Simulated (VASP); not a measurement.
# LiMgBN2 (I-4m2) in VASP: notebook

The runs below take LiMgBN2 through single point, with PBE.

Program: VASP 6.6.1. These are calculated values, not measurements. Logs are shortened: lines on timing, memory, paths and dates and some standing lists are left out, and cuts for length are marked.

### Step 1. Starting point

The structure is tetragonal, space group I-4m2 (No. 119). The conventional cell has a = 3.819 Å, b = 3.819 Å, c = 8.887 Å, α = 90.00°, β = 90.00°, γ = 90.00°. Li (site symmetry -4m2) has 4 N at 2.10 Å as nearest neighbours. Around Mg (site symmetry -4m2) lie 4 N at 2.10 Å. Around B (site symmetry -4m2) lie 2 N at 1.34 Å. Around N (site symmetry 2mm) lie 1 B at 1.34 Å.

The cell comes from a database or a generator and needn't be the stable form of this composition.

### Step 2. Single point, PBE

Contents of INCAR:

```
PREC     = Accurate       # precision mode
ENCUT    = 520            # plane-wave cutoff, eV
EDIFF    = 1E-7           # SCF threshold, eV
ISMEAR   = 0              # smearing method
SIGMA    = 0.05           # smearing width, eV
LREAL    = False          # projectors in reciprocal space
LASPH    = True           # aspherical terms in the spheres
NELM     = 100            # most SCF steps
ALGO     = Normal         # electronic algorithm
ISIF     = 2              # what is computed and relaxed
LWAVE    = False          # write WAVECAR
LCHARG   = False          # write CHGCAR
GGA      = PE             # functional
NBANDS   = 17             # bands
```

Contents of KPOINTS:

```
Automatic mesh
0
Gamma
  8 8 8
```

Contents of POSCAR:

```
LiMgBN2
1.0
   -1.9096560000      1.9096560000      4.4435220000
    1.9096560000     -1.9096560000      4.4435220000
    1.9096560000      1.9096560000     -4.4435220000
Li Mg B N
1 1 1 2
Direct
    0.2500000000      0.7500000000      0.5000000000
    0.7500000000      0.2500000000      0.5000000000
    0.5000000000      0.5000000000      0.0000000000
    0.6512635000      0.6512635000      0.0000000000
    0.3487365000      0.3487365000      0.0000000000
```

Potentials or basis: VASP PAW PBE potentials, release 64 (Li_sv, Mg, B, N).

On the command line:

```console
cat potpaw_PBE.64/Li_sv/POTCAR potpaw_PBE.64/Mg/POTCAR potpaw_PBE.64/B/POTCAR potpaw_PBE.64/N/POTCAR > POTCAR
mpirun -np 1 vasp_std > vasp.out
```

OUTCAR:

```text
PREC = Accurate
   ENCUT = 520
   EDIFF = 1E-7
   ISMEAR = 0
   LREAL = False
   LASPH = True
   NELM = 100
   ISIF = 2
   GGA = PE

 ion  position               nearest neighbor table
   1  0.250  0.750  0.500-   5 2.10   4 2.10   5 2.10   4 2.10   2 2.70   2 2.70   2 2.70   2 2.70

   2  0.750  0.250  0.500-   5 2.10   4 2.10   5 2.10   4 2.10   1 2.70   1 2.70   1 2.70   1 2.70

   3  0.500  0.500  0.000-   4 1.34   5 1.34
   4  0.651  0.651  0.000-   3 1.34   2 2.10   1 2.10   1 2.10   2 2.10
   5  0.349  0.349  0.000-   3 1.34   2 2.10   1 2.10   1 2.10   2 2.10

  LATTYP: Found a body centered tetragonal cell.
 ALAT       =     3.8193120000
 C/A-ratio  =     2.3268703892

  Lattice vectors:

 A1 = (  -1.9096560000,   1.9096560000,   4.4435220000)
 A2 = (   1.9096560000,  -1.9096560000,   4.4435220000)
 A3 = (   1.9096560000,   1.9096560000,  -4.4435220000)

Analysis of symmetry for initial positions (statically):
=====================================================================
 Subroutine PRICEL returns:
 Original cell was already a primitive cell.

 Routine SETGRP: Setting up the symmetry group for a
 body centered tetragonal supercell.

 Subroutine GETGRP returns: Found  8 space group operations
 (whereof  8 operations were pure point group operations)
 out of a pool of 16 trial point group operations.

The static configuration has the point symmetry D_2d.

Analysis of symmetry for dynamics (positions and initial velocities):
=====================================================================
 Subroutine PRICEL returns:
 Original cell was already a primitive cell.

 Routine SETGRP: Setting up the symmetry group for a
 body centered tetragonal supercell.

 Subroutine GETGRP returns: Found  8 space group operations
 (whereof  8 operations were pure point group operations)
 out of a pool of 16 trial point group operations.

The dynamic configuration has the point symmetry D_2d.

 Subroutine INISYM returns: Found  8 space group operations
 (whereof  8 operations are pure point group operations),
 and found     1 'primitive' translations

----------------------------------------------------------------------------------------

                                     Primitive cell

  volume of cell :      64.8183

  direct lattice vectors                    reciprocal lattice vectors
[... 91 lines left out ...]
   ENCUT  =  520.0 eV  38.22 Ry    6.18 a.u.   9.67  9.67  9.67*2*pi/ulx,y,z
   NELM   =    100;   NELMIN=  2; NELMDL= -5     # of ELM steps
   EDIFF  = 0.1E-06   stopping-criterion for ELM
   LREAL  =      F    real-space projection
   EDIFFG = 0.1E-05   stopping-criterion for IOM
   NSW    =      0    number of steps for IOM
   IBRION =     -1    ionic relax: 0-MD 1-quasi-New 2-CG
   NFREE  =      0    steps in history (QN), initial steepest desc. (CG)
   ISIF   =      2    stress and relaxation
   ISYM   =      2    0-nonsym 1-usesym 2-fastsym
   POTIM  = 0.5000    time-step for ionic-motion
   TEBEG  =    0.0;   TEEND  =   0.0 temperature during run
   PSTRESS=    0.0 pullay stress
   NELECT =      18.0000    total number of electrons
   NUPDOWN=      -1.0000    fix difference up-down
   EMIN   =  10.00;   EMAX   =-10.00  energy-range for DOS
   EFERMI =   0.00;   METHOD = LEGACY
   ISMEAR =     0;   SIGMA  =   0.05  broadening in eV -4-tet -1-fermi 0-gaus
   EFERMI_NEDOS =   21; number of points for ismear=-14 and -15
   IALGO  =     38    algorithm
   IMIX   =      4    mixing-type and parameters
     AMIX     =   0.40;   BMIX     =  1.00
     AMIX_MAG =   1.60;   BMIX_MAG =  1.00
  volume/ion in A,a.u.               =      12.96        87.48
  Fermi-wavevector in a.u.,A,eV,Ry     =   1.068070  2.018360 15.521172  1.140774
  Thomas-Fermi vector in A             =   2.203707
   LORBIT       =      0    0 simple, 1 ext, 2 COOP (PROOUT), +10 PAW based schemes
   GGA     = PE    functional components
   LHFCALC =     F    Hartree Fock is set to
   AEXX    =    0.0000 exact exchange contribution
   IVDW    =     0    specifies the selected vdW correction
   LEPSILON=     F    determine dielectric tensor
   LRPA    =     F    only Hartree local field effects (RPA)
 non-spin polarized calculation
 Gauss-broadening in eV      SIGMA  =   0.05
  energy-cutoff  :      520.00
  volume of cell :       64.82
 maximum number of plane-waves:      1764
   NGX = 19   NGY = 19   NGZ = 19

 number of electron      18.0000000 magnetization

 Free energy of the ion-electron system (eV)
  ---------------------------------------------------
  ext. energy  EPLUGINS =         0.00000000
  ---------------------------------------------------
  free energy    TOTEN  =       -31.55033759 eV

  energy without entropy =      -31.55033759  energy(sigma->0) =      -31.55033759

 E-fermi :   1.1334     XC(G=0):  -8.5232

 val. band max:        0.9131011161   @ k =   0.5000   0.5000   0.5000
 cond. band min:       3.5123596290   @ k =   0.0000   0.0000   0.0000
 fundamental gap:      2.5992585128
 Fermi energy:         1.1333675211

 k-point     1 :       0.0000    0.0000    0.0000
  band No.  band energies     occupation
      1     -42.6587      2.00000
      2     -13.4382      2.00000
      3     -12.4139      2.00000
      4      -3.8442      2.00000
      5      -1.5834      2.00000
      6      -1.2038      2.00000
[... 457 lines left out ...]
      4      -3.4271      2.00000
      5      -3.0547      2.00000
      6      -2.1039      2.00000
[... 9 lines left out ...]
     16      11.5440      0.00000
     17      13.2469      0.00000

 [... further k-points ...]
[... 5 lines left out ...]
  --------------------------------------------------------------------------------------
  -------------------------------------------------------------------------------------
  Total       -0.2751383     -0.2751383     -0.0399700      0.0000000      0.0000000      0.0000000
  in kB       -6.8008633     -6.8008633     -0.9879788      0.0000000      0.0000000      0.0000000
  external PRESSURE =      -4.8632351 kB  Pullay stress =       0.0000000 kB

 VOLUME and BASIS-vectors are now :
 -----------------------------------------------------------------------------
  energy-cutoff  :      520.00
  volume of cell :       64.82
      direct lattice vectors                 reciprocal lattice vectors
    -1.909656000  1.909656000  4.443522000     0.000000000  0.261827261  0.112523354
     1.909656000 -1.909656000  4.443522000     0.261827261  0.000000000  0.112523354
     1.909656000  1.909656000 -4.443522000     0.261827261  0.261827261  0.000000000

 POSITION                                       TOTAL-FORCE (eV/Angst)
 -----------------------------------------------------------------------------------
      1.90966      0.00000      2.22176        -0.000000     -0.000000     -0.000000
      0.00000      1.90966      2.22176        -0.000000     -0.000000      0.000000
      0.00000      0.00000      4.44352        -0.000000     -0.000000      0.000000
      0.00000      0.00000      5.78781        -0.000000     -0.000000      0.056059
      0.00000      0.00000      3.09924         0.000000      0.000000     -0.056059
 -----------------------------------------------------------------------------------
    total drift:                               -0.000000      0.000000     -0.000000

  FREE ENERGIE OF THE ION-ELECTRON SYSTEM (eV)
  ---------------------------------------------------
  free  energy   TOTEN  =       -31.5503375880 eV

  energy  without entropy=      -31.5503375880  energy(sigma->0) =      -31.55033759
```

stdout:

```text
POSCAR found type information on POSCAR LiMgB N
 POSCAR found :  4 types and       5 ions
 scaLAPACK will be used
 LDA part: xc-table for (Slater+PW92), standard interpolation
 POSCAR, INCAR and KPOINTS ok, starting setup
 FFT: planning ... GRIDC
 FFT: planning ... GRID_SOFT
 FFT: planning ... GRID
 WAVECAR not read
 entering main loop
```

It took 1.9 min on 1 thread of AMD EPYC 7R13 (Zen 3), shared host; peak memory 0.24 GiB.

Results:

```yaml
Free_energy: -31.5503 eV
Largest_force: 0.056 eV/Å
Band_gap_on_the_k_mesh: 2.60 eV, indirect (least direct gap 3.54 eV)
```

Forces in eV/Å, atoms in the order of the input:
```
Li   0.000  0.000  0.000
Mg   0.000  0.000  0.000
B    0.000  0.000  0.000
N    0.000  0.000  0.056
N    0.000  0.000 -0.056
```

Caveat: the cutoff is under 1.25 times the usual one of these potentials, so pressure, stress and relaxed cells hold a basis-set (Pulay) error. A k mesh can miss the band edges.

### Step 3. Single point, PBE

Contents of INCAR:

```
ALGO = Fast
EDIFF = 1E-7
ENCUT = 520
GGA = PE
ISIF = 2
ISMEAR = 0
LASPH = True
LCHARG = True
LELF = True
LREAL = False
LVHAR = True
LWAVE = False
NBANDS = 17
NELM = 100
PREC = Accurate
SIGMA = 0.05
```

Contents of KPOINTS:

```
k-points
0
Gamma
  10 10 10
```

POSCAR is that of step 2.

Potentials or basis: VASP PAW PBE potentials, release 64 (Li_sv, Mg, B, N).

On the command line:

```console
cat potpaw_PBE.64/Li_sv/POTCAR potpaw_PBE.64/Mg/POTCAR potpaw_PBE.64/B/POTCAR potpaw_PBE.64/N/POTCAR > POTCAR
mpirun -np 1 vasp_std > vasp.out
```

OUTCAR:

```text
EDIFF = 1E-7
   ENCUT = 520
   GGA = PE
   ISIF = 2
   ISMEAR = 0
   LASPH = True
   LREAL = False
   NELM = 100
   PREC = Accurate

 ion  position               nearest neighbor table
   1  0.250  0.750  0.500-   5 2.10   4 2.10   5 2.10   4 2.10   2 2.70   2 2.70   2 2.70   2 2.70

   2  0.750  0.250  0.500-   5 2.10   4 2.10   5 2.10   4 2.10   1 2.70   1 2.70   1 2.70   1 2.70

   3  0.500  0.500  0.000-   4 1.34   5 1.34
   4  0.651  0.651  0.000-   3 1.34   2 2.10   1 2.10   1 2.10   2 2.10
[... 688 lines left out ...]
  -------------------------------------------------------------------------------------
  Total       -0.2760437     -0.2760437     -0.0401659      0.0000000      0.0000000      0.0000000
  in kB       -6.8232415     -6.8232415     -0.9928194      0.0000000      0.0000000      0.0000000
  external PRESSURE =      -4.8797675 kB  Pullay stress =       0.0000000 kB

 VOLUME and BASIS-vectors are now :
 -----------------------------------------------------------------------------
  energy-cutoff  :      520.00
  volume of cell :       64.82
      direct lattice vectors                 reciprocal lattice vectors
    -1.909656000  1.909656000  4.443522000     0.000000000  0.261827261  0.112523354
     1.909656000 -1.909656000  4.443522000     0.261827261  0.000000000  0.112523354
     1.909656000  1.909656000 -4.443522000     0.261827261  0.261827261  0.000000000

 POSITION                                       TOTAL-FORCE (eV/Angst)
 -----------------------------------------------------------------------------------
      1.90966      0.00000      2.22176         0.000000      0.000000     -0.000000
      0.00000      1.90966      2.22176         0.000000      0.000000      0.000000
      0.00000      0.00000      4.44352         0.000000      0.000000     -0.000000
      0.00000      0.00000      5.78781        -0.000000     -0.000000      0.056175
      0.00000      0.00000      3.09924        -0.000000     -0.000000     -0.056175
 -----------------------------------------------------------------------------------
    total drift:                               -0.000000      0.000000     -0.000000

  FREE ENERGIE OF THE ION-ELECTRON SYSTEM (eV)
  ---------------------------------------------------
  free  energy   TOTEN  =       -31.5503132451 eV

  energy  without entropy=      -31.5503132451  energy(sigma->0) =      -31.55031325
```

OSZICAR:

```text
N       E                     dE             d eps       ncg     rms          rms(c)
DAV:   1     0.812883433487E+02    0.81288E+02   -0.82110E+03  3468   0.993E+02
DAV:   2    -0.280169247915E+02   -0.10931E+03   -0.10357E+03  4483   0.224E+02
DAV:   3    -0.377328068640E+02   -0.97159E+01   -0.96697E+01  5874   0.620E+01
[... 16 lines left out ...]
RMM:  20    -0.315503122682E+02   -0.97061E-06   -0.75074E-06  5862   0.134E-02    0.371E-04
RMM:  21    -0.315503127923E+02   -0.52408E-06   -0.37940E-06  5384   0.964E-03    0.365E-04
RMM:  22    -0.315503130726E+02   -0.28033E-06   -0.20259E-06  5218   0.733E-03    0.392E-04
RMM:  23    -0.315503131773E+02   -0.10464E-06   -0.10737E-06  5058   0.578E-03    0.106E-04
RMM:  24    -0.315503132451E+02   -0.67799E-07   -0.60177E-07  4960   0.477E-03
   1 F= -.31550313E+02 E0= -.31550313E+02  d E =-.135392E-27
```

Run time: 6.3 min. Hardware: 1 thread of AMD EPYC 7R13 (Zen 3), shared host; peak memory 0.3 GiB.

What came out:

| Property | Result |
| --- | --- |
| Free energy | -31.5503 eV |
| Largest force | 0.056 eV/Å |
| Band gap on the k mesh | 2.60 eV, indirect (least direct gap 3.54 eV) |

Forces in eV/Å, atoms in the order of the input:
```
Li   0.000  0.000  0.000
Mg   0.000  0.000  0.000
B    0.000  0.000  0.000
N    0.000  0.000  0.056
N    0.000  0.000 -0.056
```

Levels at points of the mesh, in eV from the valence-band top:
| k point | band 5 | band 6 | band 7 | band 8 | band 9 | band 10 | band 11 | band 12 | band 13 | band 14 |
| --- | --- | --- | --- | --- | --- | --- | --- | --- | --- | --- |
| (0.00, 0.00, 0.00) | -2.50 | -2.12 | -2.12 | -1.35 | -1.35 | 2.60 | 6.07 | 7.84 | 7.84 | 8.37 |
| (0.50, 0.00, 0.00) | -4.07 | -2.59 | -2.37 | -1.11 | -0.63 | 5.33 | 5.71 | 7.09 | 7.76 | 8.80 |
| (0.50, 0.50, 0.00) | -3.96 | -3.27 | -2.96 | -1.91 | -0.44 | 5.10 | 5.65 | 6.71 | 7.77 | 9.88 |
| (0.50, 0.50, 0.50) | -3.65 | -2.91 | -2.91 | 0.00 | 0.00 | 3.54 | 6.33 | 6.56 | 6.56 | 8.58 |

Caveat: the cutoff is under 1.25 times the usual one of these potentials, so pressure, stress and relaxed cells hold a basis-set (Pulay) error.
